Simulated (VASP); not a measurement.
These are PBEsol GGA, VASP's PBE PAW potentials (set 64) (plane waves; VASP) values and carry that method's errors.

A VASP calculation is set up with these files.

**KPOINTS**
```
Automatic mesh
0
Gamma
7 7 7
0 0 0
```

INCAR:
```
SYSTEM = SrPd2
PREC = Accurate
ENCUT = 300
EDIFF = 1E-6
NELM = 100
ALGO = Normal
LREAL = .FALSE.
LASPH = .TRUE.
ISMEAR = 0
SIGMA = 0.136
GGA = PS
LMAXMIX = 4
LWAVE = .FALSE.
LCHARG = .FALSE.
ISIF = 2
```

POSCAR:
```
SrPd2
1
    0.0000000000     3.9356250000     3.9356250000
    3.9356250000     0.0000000000     3.9356250000
    3.9356250000     3.9356250000     0.0000000000
Sr Pd
2 4
Direct
  0.7500000000   0.7500000000   0.7500000000
  0.5000000000   0.5000000000   0.5000000000
  0.1250000000   0.6250000000   0.1250000000
  0.1250000000   0.1250000000   0.1250000000
  0.6250000000   0.1250000000   0.1250000000
  0.1250000000   0.1250000000   0.6250000000
```

POTCAR, in this order: Sr_sv Pd (PBE.64 set). Program: vasp_std.

At this cut-off the stress carries a Pulay error, which pulls relaxed volumes low.

Predict the energy per atom (σ→0), pressure, band gap (on the k-mesh).

```json
{
  "energy per atom (σ→0)": "-5.206 eV/atom",
  "band gap (on the k-mesh)": "none (metal, semimetal or under 0.01 eV)",
  "pressure": "-31.8 kbar"
}
```

**OSZICAR**
```
...
DAV:   8    -0.312565820077E+02    0.13414E+00   -0.53578E-01  2120   0.409E+00    0.224E+00
DAV:   9    -0.312515782277E+02    0.50038E-02   -0.21821E-02  1820   0.703E-01    0.854E-01
DAV:  10    -0.312505796789E+02    0.99855E-03   -0.74992E-03  1656   0.355E-01    0.116E-01
DAV:  11    -0.312506604592E+02   -0.80780E-04   -0.60673E-04  2092   0.874E-02    0.747E-02
DAV:  12    -0.312506543055E+02    0.61536E-05   -0.32629E-05  1700   0.296E-02    0.359E-02
DAV:  13    -0.312506528808E+02    0.14247E-05   -0.13644E-05  1740   0.163E-02    0.287E-03
DAV:  14    -0.312506528143E+02    0.66513E-07   -0.78103E-07   948   0.412E-03
   1 F= -.31250653E+02 E0= -.31237268E+02  d E =-.267697E-01
```

The structure comes from a computed database's SrPd2 entry (Fd-3m); how it stands against other phases isn't given here. The cell was not relaxed at this level.
